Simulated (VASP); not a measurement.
A run of VASP 6.6.1 is set up as follows.

INCAR

```
SYSTEM = Cd2TeO
PREC = Accurate
ENCUT = 520
EDIFF = 1E-7
ISMEAR = -1
SIGMA = 0.02
LREAL = .FALSE.
LASPH = .TRUE.
NELM = 100
ALGO = Fast
ISIF = 2
LWAVE = .FALSE.
LCHARG = .TRUE.
GGA = PE
LELF = .TRUE.
LVHAR = .TRUE.
NBANDS = 26
```

File KPOINTS:

```
regular mesh
0
G
  6 6 4
  0 0 0
```

The input POSCAR:

```
Cd2TeO
1.0
    4.0050058003      0.0000000000      0.0000000000
    0.0000000000      4.0050058003      0.0000000000
    0.0000000000      0.0000000000      5.5007821281
O Cd Te
1 2 1
Direct
    0.0000000000      0.0000000000      0.0000000000
    0.0000000000      0.0000000000      0.5000000000
    0.5000000000      0.5000000000      0.0000000000
    0.5000000000      0.5000000000      0.5000000000
```

Potentials or basis: VASP PAW PBE potentials, release 64 (O, Cd, Te).

Launch:

```sh
$ cat potpaw_PBE.64/O/POTCAR potpaw_PBE.64/Cd/POTCAR potpaw_PBE.64/Te/POTCAR > POTCAR
$ mpirun -np 1 vasp_std > vasp.out
```

Q: What does it give for the band gap on the k mesh?

A: None (metal or under the smearing width).

Q: Estimate the pressure.

A: 0.3 GPa.

Spin-orbit coupling is left out, which matters for the levels of Te.
